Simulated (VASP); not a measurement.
These are PBE GGA, VASP's PBE PAW potentials (set 64) (plane waves; VASP 6.6.1) values and carry that method's errors.

A VASP calculation is set up with these files.

KPOINTS:
```
Automatic mesh
0
Gamma
1 1 1
0 0 0
```

### POSCAR
```
B32N31S
1
    7.2488848260     0.0000000000     0.0000000000
    0.0000000000     7.2488848260     0.0000000000
   -0.0000000000    -0.0000000000     7.2488848260
B N S
32 31 1
Direct
  0.5000000000   0.0000000000   0.0000000000
  0.7460330000   0.2559820000   0.0030820000
  0.7465710000   0.9974420000   0.2456820000
  0.0000000000   0.0000000000   0.0000000000
  0.2500000000   0.2500000000   0.0000000000
  0.4986480000   0.4979940000   0.0043450000
  0.7500000000   0.7500000000   0.0000000000
  0.2500000000   0.0000000000   0.2500000000
  0.4932010000   0.2554560000   0.2479830000
  0.7492730000   0.5056490000   0.2519680000
  0.4961970000   0.9951840000   0.4993580000
  0.7503720000   0.2464720000   0.4934780000
  0.7500000000   0.0000000000   0.7500000000
  0.0000000000   0.5000000000   0.0000000000
  0.2500000000   0.7500000000   0.0000000000
  0.0000000000   0.2500000000   0.2500000000
  0.2434570000   0.5064320000   0.2561950000
  0.5042130000   0.7484360000   0.2529230000
  0.0000000000   0.0000000000   0.5000000000
  0.2495450000   0.2448800000   0.5005840000
  0.4942620000   0.5012110000   0.5031400000
  0.7523070000   0.7452940000   0.5036520000
  0.2500000000   0.0000000000   0.7500000000
  0.5018830000   0.2464450000   0.7538400000
  0.7564690000   0.5037640000   0.7477420000
  0.0000000000   0.7500000000   0.2500000000
  0.0000000000   0.5000000000   0.5000000000
  0.2500000000   0.7500000000   0.5000000000
  0.0000000000   0.2500000000   0.7500000000
  0.2500000000   0.5000000000   0.7500000000
  0.5000000000   0.7500000000   0.7500000000
  0.0000000000   0.7500000000   0.7500000000
  0.6226710000   0.1189140000   0.1234270000
  0.8687330000   0.3794440000   0.1262710000
  0.8729300000   0.1216420000   0.3682380000
  0.1250000000   0.1250000000   0.1250000000
  0.3778830000   0.3812710000   0.1264100000
  0.6222010000   0.6256170000   0.1314050000
  0.8750000000   0.8750000000   0.1250000000
  0.3723030000   0.1200050000   0.3815710000
  0.8714010000   0.6274390000   0.3740210000
  0.6294520000   0.1269080000   0.6318760000
  0.8776370000   0.3721840000   0.6287340000
  0.8750000000   0.1250000000   0.8750000000
  0.1250000000   0.6250000000   0.1250000000
  0.3750000000   0.8750000000   0.1250000000
  0.1250000000   0.3750000000   0.3750000000
  0.3802110000   0.6277880000   0.3705000000
  0.6250000000   0.8750000000   0.3750000000
  0.1250000000   0.1250000000   0.6250000000
  0.3705920000   0.3737590000   0.6271120000
  0.6187480000   0.6244160000   0.6196630000
  0.8750000000   0.8750000000   0.6250000000
  0.3750000000   0.1250000000   0.8750000000
  0.6250000000   0.3750000000   0.8750000000
  0.8750000000   0.6250000000   0.8750000000
  0.1250000000   0.8750000000   0.3750000000
  0.1250000000   0.6250000000   0.6250000000
  0.3750000000   0.8750000000   0.6250000000
  0.1250000000   0.3750000000   0.8750000000
  0.3750000000   0.6250000000   0.8750000000
  0.6250000000   0.8750000000   0.8750000000
  0.1250000000   0.8750000000   0.8750000000
  0.6309060000   0.3736240000   0.3745640000
```

**INCAR**
```
SYSTEM = B32N31S
PREC = Normal; ENCUT = 400; LREAL = Auto
LASPH = .TRUE.; ISYM = 0; NELECT = 259.0
EDIFF = 1E-5; NELM = 100; NELMIN = 4
ALGO = Fast
ISMEAR = 0; SIGMA = 0.05
GGA = PE
ISPIN = 2; MAGMOM = 64*0.0156; NUPDOWN = 1
IBRION = 2; NSW = 60; ISIF = 2
EDIFFG = -0.03
LWAVE = .FALSE.; LCHARG = .FALSE.; LORBIT = 10
```

POTCAR, in this order: B N S (PBE.64 set). Program: vasp_gam.

Q: What will the output report for the number of irreducible k-points (NKPTS), largest plane-wave count, FFT grid (NGX, NGY, NGZ)?

A: 
```json
{
 "number of irreducible k-points (NKPTS)": "1",
 "largest_plane_wave_count": "3466",
 "FFT grid (NGX, NGY, NGZ)": "36 × 36 × 36"
}
```

The cell is a supercell with a defect, built from BN (zinc blende): S_N, charge -2.
